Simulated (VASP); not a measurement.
```xyz
4
Lattice="4.1705 0.0000 0.0000 0.0000 4.1705 0.0000 0.0000 0.0000 4.1705" Properties=species:S:1:pos:R:3 pbc="T T T"
Sc     0.0000     0.0000     0.0000
Al     0.0000     2.0853     2.0853
Al     2.0853     0.0000     2.0853
Al     2.0853     2.0853     0.0000
```

These are rev-vdW-DF2, VASP's PBE PAW potentials (set 64) (plane waves; VASP) values and carry that method's errors. Run with 520 eV cut-off, 8×8×8 Γ-centred mesh, first-order Methfessel-Paxton smearing of 0.10 eV, potentials Sc_sv Al.

Predict the energy per atom (σ→0), pressure, band gap (on the k-mesh) with the smallest direct gap where there is one.

The band gap (on the k-mesh) is none (metal, semimetal or under 0.01 eV), the energy per atom (σ→0) comes out as -3408 meV/atom and the pressure is -4.41 GPa.

Total energies compare only between runs with the same potentials, cut-off and functional.

The compound is Al3Sc in the L1_2 structure. This cell is one point of a volume scan, at 1.06 of the reference volume.
